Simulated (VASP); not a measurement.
# Relaxed cell of Cu (Copper): a test of cutoff and mesh

Aim: test the relaxed volume of Cu (Copper) against cutoff and mesh. The starting structure is a measured crystal structure from the Crystallography Open Database. The first relaxation on each setting starts from this cell expanded by 3 % in volume.

Program: VASP 6.6.1. Level of theory: Kohn-Sham DFT with plane waves and PAW; PBEsol. Results are calculated unless marked as measured.

## 1. Set-up

It takes space group Fm-3m (No. 225, cubic). The conventional cell has a = 3.615 Å, b = 3.615 Å, c = 3.615 Å, α = 90.00°, β = 90.00°, γ = 90.00°. Cu has 12 Cu at 2.56 Å nearest.

Coordinates:

```xyz
1
Lattice="0.0000 1.8075 1.8075 1.8075 0.0000 1.8075 1.8075 1.8075 0.0000" Properties=species:S:1:pos:R:3 pbc="T T T"
Cu    0.0000    0.0000    0.0000
```

## 2. Reference relaxation

This run starts from the cell of an earlier relaxation, which isn't shown; the restart sets up the plane waves anew.

INCAR

```
SYSTEM = Cu
PREC = Accurate
ENCUT = 450
EDIFF = 1E-06
NELM = 100
ISMEAR = 1
SIGMA = 0.15
LREAL = .FALSE.
ALGO = Normal
GGA = PS
NBANDS = 11
LASPH = .TRUE.
LORBIT = 11
LWAVE = .FALSE.
LCHARG = .FALSE.
KPAR = 8
IBRION = 2
NSW = 50
ISIF = 3
EDIFFG = -0.006
```

POSCAR

```
Cu
1.0
    0.0000000000      1.7828307155      1.7828307155
    1.7828307155      0.0000000000      1.7828307155
    1.7828307155      1.7828307155      0.0000000000
Cu
1
Direct
    0.0000000000      0.0000000000      0.0000000000
```

KPOINTS

```
Automatic mesh
0
Gamma
22 22 22
0 0 0
```

PAW data sets: Cu (PBE family, release 64).

Run with:

```sh
> mpirun -np 8 vasp_std
```

What it wrote:

```text
[banner, memory and clock lines left out]
running    8 mpi-ranks, on    1 nodes
 distrk:  each k-point on    1 cores,    8 groups
 distr:  one band on    1 cores,    1 groups

 POSCAR found type information on POSCAR Cu
 POSCAR found :  1 types and       1 ions
|                                                                             |
|           W    W    AA    RRRRR   N    N  II  N    N   GGGG   !!!           |
|           W    W   A  A   R    R  NN   N  II  NN   N  G    G  !!!           |
|           W    W  A    A  R    R  N N  N  II  N N  N  G       !!!           |
|           W WW W  AAAAAA  RRRRR   N  N N  II  N  N N  G  GGG   !            |
|           WW  WW  A    A  R   R   N   NN  II  N   NN  G    G                |
|           W    W  A    A  R    R  N    N  II  N    N   GGGG   !!!           |
|                                                                             |
|     For optimal performance we recommend to set                             |
|       NCORE = 2 up to number-of-cores-per-socket                            |
|     NCORE specifies how many cores store one orbital (NPAR=cpu/NCORE).      |
|     This setting can greatly improve the performance of VASP for DFT.       |
|     The default, NCORE=1 might be grossly inefficient on modern             |
|     multi-core architectures or massively parallel machines. Do your        |
|     Unfortunately you need to use the default for GW and RPA                |
|     calculations (for HF NCORE is supported but not extensively tested      |
|     yet).                                                                   |
|                                                                             |

|                                                                             |
|               ----> ADVICE to this user running VASP <----                  |
|                                                                             |
|     You enforced a specific xc type in the INCAR file but a different       |
|     [... a line on the potential file left out ...]
|     I HOPE YOU KNOW WHAT YOU ARE DOING!                                     |
|                                                                             |

 LDA part: xc-table for (Slater+PW92), standard interpolation
 POSCAR, INCAR and KPOINTS ok, starting setup
 FFT: planning ... GRIDC
 FFT: planning ... GRID_SOFT
 FFT: planning ... GRID
 WAVECAR not read
 entering main loop
       N       E                     dE             d eps       ncg     rms          rms(c)
DAV:   1     0.363315947625E+02    0.36332E+02   -0.50299E+03  7957   0.151E+03
DAV:   2    -0.450510670387E+01   -0.40837E+02   -0.37802E+02  7363   0.191E+02
DAV:   3    -0.540074099601E+01   -0.89563E+00   -0.88961E+00  8309   0.356E+01
DAV:   4    -0.540594665165E+01   -0.52057E-02   -0.52049E-02  8038   0.236E+00
DAV:   5    -0.540599796081E+01   -0.51309E-04   -0.51310E-04  8188   0.233E-01    0.843E+00
DAV:   6    -0.473938141850E+01    0.66662E+00   -0.17755E+01  8351   0.851E+01    0.415E+00
DAV:   7    -0.432340807179E+01    0.41597E+00   -0.26803E+00  8322   0.328E+01    0.587E-01
DAV:   8    -0.431053418186E+01    0.12874E-01   -0.55582E-03  8165   0.120E+00    0.319E-01
DAV:   9    -0.430868395854E+01    0.18502E-02   -0.10301E-02  8480   0.184E+00    0.214E-02
DAV:  10    -0.430869197272E+01   -0.80142E-05   -0.30337E-05  9788   0.898E-02    0.673E-03
DAV:  11    -0.430869300971E+01   -0.10370E-05   -0.70163E-07  5212   0.173E-02    0.276E-04
DAV:  12    -0.430869303182E+01   -0.22111E-07   -0.63228E-08  3971   0.271E-03
   1 F= -.43086930E+01 E0= -.43087794E+01  d E =-.430869E+01
 curvature:   0.00 expect dE= 0.000E+00 dE for cont linesearch  0.000E+00
 trial: gam= 0.00000 g(F)=  0.235E-63 g(S)=  0.457E-04 ort = 0.000E+00 (trialstep = 0.100E+01)
 search vector abs. value=  0.457E-04
 bond charge predicted
       N       E                     dE             d eps       ncg     rms          rms(c)
DAV:   1    -0.431026195067E+01   -0.15689E-02   -0.26582E-02  8479   0.365E+00    0.326E-01
DAV:   2    -0.430921346244E+01    0.10485E-02   -0.21121E-02  8284   0.284E+00    0.127E-01
DAV:   3    -0.430874418063E+01    0.46928E-03   -0.32086E-03  8319   0.114E+00    0.455E-02
DAV:   4    -0.430870221022E+01    0.41970E-04   -0.49770E-05  8795   0.727E-02    0.146E-03
DAV:   5    -0.430870211179E+01    0.98437E-07   -0.28439E-07  5068   0.586E-03
   2 F= -.43087021E+01 E0= -.43087889E+01  d E =-.907996E-05
 trial-energy change:   -0.000009  1 .order   -0.000008   -0.000046    0.000030
 step:   0.6016(harm=  0.6016)  dis= 0.00000  next Energy=    -4.308707 (dE=-0.137E-04)
 bond charge predicted
       N       E                     dE             d eps       ncg     rms          rms(c)
DAV:   1    -0.430895515110E+01   -0.25294E-03   -0.41774E-03  8449   0.145E+00    0.129E-01
DAV:   2    -0.430878742193E+01    0.16773E-03   -0.33053E-03  8281   0.112E+00    0.502E-02
DAV:   3    -0.430871446722E+01    0.72955E-04   -0.50311E-04  8263   0.453E-01    0.182E-02
DAV:   4    -0.430870782210E+01    0.66451E-05   -0.83289E-06  8366   0.303E-02    0.719E-04
DAV:   5    -0.430870789076E+01   -0.68658E-07   -0.53584E-08  3809   0.247E-03
   3 F= -.43087079E+01 E0= -.43087946E+01  d E =-.148589E-04
 curvature:  -0.30 expect dE=-0.139E-06 dE for cont linesearch -0.139E-06
 trial: gam= 0.00000 g(F)=  0.545E-62 g(S)=  0.460E-06 ort =-0.459E-05 (trialstep = 0.920E+00)
 search vector abs. value=  0.461E-06
 reached required accuracy - stopping structural energy minimisation
```

Elapsed: 24 s, on 8 MPI ranks of AMD EPYC 7R43, shared host; peak memory 0.91 GiB; 3 min of CPU time.

The logs omit lines about the potential files and the build; timing stands in the text.

OUTCAR, selected parts (step 2):

```text
ion  position               nearest neighbor table
   1  0.000  0.000  0.000-

  LATTYP: Found a face centered cubic cell.
 ALAT       =     3.5656614310

 Subroutine GETGRP returns: Found 48 space group operations
 (whereof 48 operations were pure point group operations)

The static configuration has the point symmetry O_h .

 Found    328 irreducible k-points:

   k-points           NKPTS =    328   k-points in BZ     NKDIM =    328   number of bands    NBANDS=     11

   dimension x,y,z NGX =    18 NGY =   18 NGZ =   18
   dimension x,y,z NGXF=    36 NGYF=   36 NGZF=   36

   ENCUT  =  450.0 eV  33.07 Ry    5.75 a.u.   4.36  4.36  4.36*2*pi/ulx,y,z

   NELECT =      11.0000    total number of electrons

 k-points in reciprocal lattice and weights: Automatic mesh
   0.00000000  0.00000000  0.00000000       0.000
   0.04545455  0.00000000  0.00000000       0.001
   0.09090909  0.00000000  0.00000000       0.001
   0.13636364  0.00000000  0.00000000       0.001
   0.18181818  0.00000000  0.00000000       0.001
   0.22727273  0.00000000  0.00000000       0.001
   0.27272727  0.00000000  0.00000000       0.001
   0.31818182  0.00000000  0.00000000       0.001
   0.36363636  0.00000000  0.00000000       0.001
[...]
-0.27272727  0.45454545  0.22727273       0.002
  -0.27272727  0.50000000  0.22727273       0.001

 average (electrostatic) potential at core
       1 -63.1348

 E-fermi :   7.9271

 k-point     1 :       0.0000    0.0000    0.0000
  band No.  band energies     occupation
    ...
      2       4.7809      2.00000
      3       4.7809      2.00000
      4       4.7809      2.00000
      5       5.6703      2.00000
      6       5.6703      2.00000
      7      30.8656      0.00000
      8      33.8128      0.00000
      9      33.8128      0.00000
     10      33.8128      0.00000
     11      36.3314      0.00000

 k-point     2 :       0.0455    0.0000    0.0000
  band No.  band energies     occupation
    ...
      2       4.7634      2.00000
      3       4.7964      2.00000
      4       4.7964      2.00000
      5       5.6640      2.00000
      6       5.6640      2.00000
      7      30.5053      0.00000
      8      32.6488      0.00000
      9      33.5499      0.00000
     10      33.5499      0.00000
     11      36.7014      0.00000

 k-point     3 :       0.0909    0.0000    0.0000
  band No.  band energies     occupation
    ...
      2       4.7141      2.00000
      3       4.8389      2.00000
      4       4.8389      2.00000
      5       5.6487      2.00000
      6       5.6487      2.00000
      7      28.8994      0.00000
      8      31.8056      0.00000
      9      33.0163      0.00000
     10      33.0163      0.00000
     11      37.5328      0.00000

  Total        0.0017837      0.0017837      0.0017837      0.0000000      0.0000000      0.0000000
  in kB        0.2525546      0.2525546      0.2525546      0.0000000      0.0000000      0.0000000
  external PRESSURE =       0.2525546 kB  Pullay stress =       0.0000000 kB

  energy-cutoff  :      450.00
  volume of cell :       11.32
      direct lattice vectors                 reciprocal lattice vectors
     0.000000000  1.781911433  1.781911433    -0.280597560  0.280597560  0.280597560
     1.781911433 -0.000000000  1.781911433     0.280597560 -0.280597560  0.280597560
     1.781911433  1.781911433 -0.000000000     0.280597560  0.280597560 -0.280597560

 POSITION                                       TOTAL-FORCE (eV/Angst)
 -----------------------------------------------------------------------------------
      0.00000      0.00000      0.00000        -0.000000      0.000000     -0.000000
 -----------------------------------------------------------------------------------
    total drift:                                0.000000     -0.000000      0.000000

  FREE ENERGIE OF THE ION-ELECTRON SYSTEM (eV)
  ---------------------------------------------------
  free  energy   TOTEN  =        -4.3087078908 eV

  energy  without entropy=       -4.3089679038  energy(sigma->0) =       -4.30879456

 reached required accuracy - stopping structural energy minimisation

 total charge
# of ion       s       p       d       tot
------------------------------------------
    1        0.465   0.417   9.172  10.055

[... 3 further parts left out ...]
```

CONTCAR:

```
Cu
   1.00000000000000
     0.0000000000000000    1.7819114334060717    1.7819114334060717
     1.7819114334060717   -0.0000000000000000    1.7819114334060717
     1.7819114334060717    1.7819114334060717   -0.0000000000000000
  Cu
     1
Direct
     0.0000000000000000    0.0000000000000000    0.0000000000000000
```

This run has no spin polarisation. Its electron count is odd, so without a moment it is a metal by construction. The PAW data sets were made with PBE, which is usual practice but a small mismatch for other functionals. The run keeps the 48 symmetry operations of its start, so it cannot find a distortion of lower symmetry.

The reference relaxation ends at 11.316 Å³ an atom. Pressures at 0.985 and 1.015 times this volume, from two more relaxations that aren't shown, give a bulk modulus of 169.2 GPa.

## 3. Relaxation with a cutoff of 300 eV

Against step 2 the input has ENCUT = 300. This run starts from the cell of an earlier relaxation, which isn't shown; the restart sets up the plane waves anew.

Edit INCAR of step 2 so:

```diff
@@ -2,3 +2,3 @@
 PREC = Accurate
-ENCUT = 450
+ENCUT = 300
 EDIFF = 1E-06
```

POSCAR

```
Cu
1.0
    0.0000000000      1.7815388791      1.7815388791
    1.7815388791      0.0000000000      1.7815388791
    1.7815388791      1.7815388791      0.0000000000
Cu
1
Direct
    0.0000000000      0.0000000000      0.0000000000
```

KPOINTS is that of step 2.

Run with:

```sh
> mpirun -np 8 vasp_std
```

What it wrote:

```text
[banner, memory and clock lines left out]
running    8 mpi-ranks, on    1 nodes
[...]
[... a notice as in an earlier step ...]

 [... a notice as in an earlier step ...]

 LDA part: xc-table for (Slater+PW92), standard interpolation
 POSCAR, INCAR and KPOINTS ok, starting setup
[...]
entering main loop
       N       E                     dE             d eps       ncg     rms          rms(c)
DAV:   1     0.302054718823E+02    0.30205E+02   -0.39987E+03  7853   0.111E+03
DAV:   2    -0.481406719343E+01   -0.35020E+02   -0.32512E+02  7357   0.164E+02
DAV:   3    -0.540384701264E+01   -0.58978E+00   -0.58803E+00  8309   0.267E+01
DAV:   4    -0.540686260968E+01   -0.30156E-02   -0.30154E-02  7865   0.167E+00
[...]
DAV:   9    -0.430891846163E+01    0.18040E-02   -0.10103E-02  8439   0.173E+00    0.219E-02
DAV:  10    -0.430892645830E+01   -0.79967E-05   -0.27316E-05  9904   0.828E-02    0.700E-03
DAV:  11    -0.430892741614E+01   -0.95784E-06   -0.75066E-07  5189   0.170E-02
[...]
DAV:   5    -0.430870867709E+01    0.16067E-04   -0.12999E-04  9341   0.208E-01    0.135E-02
DAV:   6    -0.430870404192E+01    0.46352E-05   -0.76965E-06  5919   0.448E-02    0.609E-04
DAV:   7    -0.430870413407E+01   -0.92150E-07   -0.18383E-07  4112   0.489E-03
   2 F= -.43087041E+01 E0= -.43087927E+01  d E =0.223282E-03
 trial-energy change:    0.000223  1 .order    0.000305   -0.003591    0.004201
 step:   0.4766(harm=  0.4608)  dis= 0.00000  next Energy=    -4.309792 (dE=-0.865E-03)
[...]
N       E                     dE             d eps       ncg     rms          rms(c)
DAV:   1    -0.434292944288E+01   -0.34225E-01   -0.56825E-01  8491   0.163E+01    0.149E+00
DAV:   2    -0.431965152400E+01    0.23278E-01   -0.42028E-01  8290   0.120E+01    0.545E-01
DAV:   3    -0.431070377866E+01    0.89477E-02   -0.62030E-02  8269   0.479E+00    0.213E-01
DAV:   4    -0.430979259385E+01    0.91118E-03   -0.13259E-03  8688   0.393E-01    0.141E-02
DAV:   5    -0.430979309264E+01   -0.49879E-06   -0.14267E-05  8758   0.610E-02    0.657E-03
DAV:   6    -0.430979355831E+01   -0.46567E-06   -0.15040E-06  4954   0.187E-02
   3 F= -.43097936E+01 E0= -.43098817E+01  d E =-.866142E-03
[...]
reached required accuracy - stopping structural energy minimisation
```

Run time: 17 s. Hardware: 8 MPI ranks; peak memory 0.73 GiB; 1.8 min of CPU time.

OUTCAR, selected parts (step 3):

```text
  Total        0.0003630      0.0003630      0.0003630      0.0000000     -0.0000000      0.0000000
  in kB        0.0519875      0.0519875      0.0519875      0.0000000     -0.0000000      0.0000000
  external PRESSURE =       0.0519875 kB  Pullay stress =       0.0000000 kB

 POSITION                                       TOTAL-FORCE (eV/Angst)
 -----------------------------------------------------------------------------------
      0.00000      0.00000      0.00000         0.000000      0.000000     -0.000000
 -----------------------------------------------------------------------------------
    total drift:                               -0.000000     -0.000000      0.000000

  FREE ENERGIE OF THE ION-ELECTRON SYSTEM (eV)
  ---------------------------------------------------
  free  energy   TOTEN  =        -4.3097935583 eV

  energy  without entropy=       -4.3100578382  energy(sigma->0) =       -4.30988165

[... 2 parts as in an earlier step ...]

[... 2 further parts left out ...]
[key lines of the parts left out:]
E-fermi :   8.0794
```

With a cutoff of 300 eV the cell ends at 11.186 Å³ an atom, -1.14 % from the reference, and since the restart alone still moved it by -1.1 % it may not have settled; the bulk modulus is 173.5 GPa against 169.2 GPa.

## 4. Relaxation with a 12×12×12 mesh

Against step 2 the input has a 12×12×12 mesh. This run starts from the cell of an earlier relaxation, which isn't shown; the restart sets up the plane waves anew.

Edit INCAR of step 3 so:

```diff
@@ -2,3 +2,3 @@
 PREC = Accurate
-ENCUT = 300
+ENCUT = 450
 EDIFF = 1E-06
```

POSCAR

```
Cu
1.0
    0.0000000000      1.7824040450      1.7824040450
    1.7824040450      0.0000000000      1.7824040450
    1.7824040450      1.7824040450      0.0000000000
Cu
1
Direct
    0.0000000000      0.0000000000      0.0000000000
```

KPOINTS

```
Automatic mesh
0
Gamma
12 12 12
0 0 0
```

Run with:

```sh
> mpirun -np 8 vasp_std
```

What it wrote:

```text
[... set-up lines as in an earlier step ...]
 entering main loop
       N       E                     dE             d eps       ncg     rms          rms(c)
DAV:   1     0.372412756012E+02    0.37241E+02   -0.50759E+03  1718   0.153E+03
DAV:   2    -0.446105664962E+01   -0.41702E+02   -0.38596E+02  1623   0.196E+02
DAV:   3    -0.539425882594E+01   -0.93320E+00   -0.93102E+00  1839   0.363E+01
DAV:   4    -0.539937808619E+01   -0.51193E-02   -0.51185E-02  1787   0.237E+00
[...]
DAV:   9    -0.430391304119E+01    0.14650E-02   -0.79419E-03  1874   0.161E+00    0.206E-02
DAV:  10    -0.430392191006E+01   -0.88689E-05   -0.24734E-05  1988   0.765E-02    0.838E-03
DAV:  11    -0.430392274933E+01   -0.83927E-06   -0.14836E-06  1160   0.258E-02
   1 F= -.43039227E+01 E0= -.43043541E+01  d E =-.430392E+01
[...]
N       E                     dE             d eps       ncg     rms          rms(c)
DAV:   1    -0.430530057651E+01   -0.13787E-02   -0.23144E-02  1851   0.341E+00    0.306E-01
DAV:   2    -0.430438860599E+01    0.91197E-03   -0.18440E-02  1815   0.266E+00    0.121E-01
DAV:   3    -0.430397295804E+01    0.41565E-03   -0.28344E-03  1809   0.107E+00    0.429E-02
DAV:   4    -0.430393596455E+01    0.36993E-04   -0.45859E-05  1945   0.714E-02    0.176E-03
DAV:   5    -0.430393586680E+01    0.97758E-07   -0.26972E-07  1049   0.573E-03
   2 F= -.43039359E+01 E0= -.43043675E+01  d E =-.131175E-04
 trial-energy change:   -0.000013  1 .order   -0.000012   -0.000040    0.000015
 step:   0.7241(harm=  0.7241)  dis= 0.00000  next Energy=    -4.303937 (dE=-0.144E-04)
[...]
N       E                     dE             d eps       ncg     rms          rms(c)
DAV:   1    -0.430404343236E+01   -0.10747E-03   -0.17474E-03  1836   0.941E-01    0.843E-02
DAV:   2    -0.430397332173E+01    0.70111E-04   -0.14023E-03  1812   0.733E-01    0.334E-02
DAV:   3    -0.430394164778E+01    0.31674E-04   -0.21689E-04  1809   0.297E-01    0.118E-02
DAV:   4    -0.430393897909E+01    0.26687E-05   -0.33424E-06  1335   0.192E-02    0.455E-04
DAV:   5    -0.430393902443E+01   -0.45338E-07   -0.59249E-08   813   0.281E-03
   3 F= -.43039390E+01 E0= -.43043706E+01  d E =-.162751E-04
[...]
reached required accuracy - stopping structural energy minimisation
```

Elapsed: 11 s, on 8 MPI ranks; peak memory 0.66 GiB.

From OUTCAR (step 4):

```text
  Total        0.0031465      0.0031465      0.0031465      0.0000000     -0.0000000      0.0000000
  in kB        0.4459122      0.4459122      0.4459122      0.0000000     -0.0000000      0.0000000
  external PRESSURE =       0.4459122 kB  Pullay stress =       0.0000000 kB

 POSITION                                       TOTAL-FORCE (eV/Angst)
 -----------------------------------------------------------------------------------
      0.00000      0.00000      0.00000         0.000000      0.000000     -0.000000
 -----------------------------------------------------------------------------------
    total drift:                                0.000000     -0.000000      0.000000

  FREE ENERGIE OF THE ION-ELECTRON SYSTEM (eV)
  ---------------------------------------------------
  free  energy   TOTEN  =        -4.3039390244 eV

  energy  without entropy=       -4.3052337319  energy(sigma->0) =       -4.30437059

[... 1 part as in an earlier step ...]

[... 3 further parts left out ...]
[key lines of the parts left out:]
E-fermi :   7.8489
```

With a 12×12×12 mesh the cell ends at 11.306 Å³ an atom, -0.09 % from the reference; the bulk modulus is 168.2 GPa against 169.2 GPa.

(Part 1 of 2 ends here.)

[Lines on the potential files, build, host, timing and source positions are cut from VASP's logs without a mark.]

[Logs are printed without paths, hosts, clocks, repeated set-up lines and the standing remarks that a program may print on its own settings, such as how far it seeks lower states.]

[Hosts, paths, dates, database ids (printed as entryN), source tags and the programs' standing remarks are cut or masked in the printed files.]
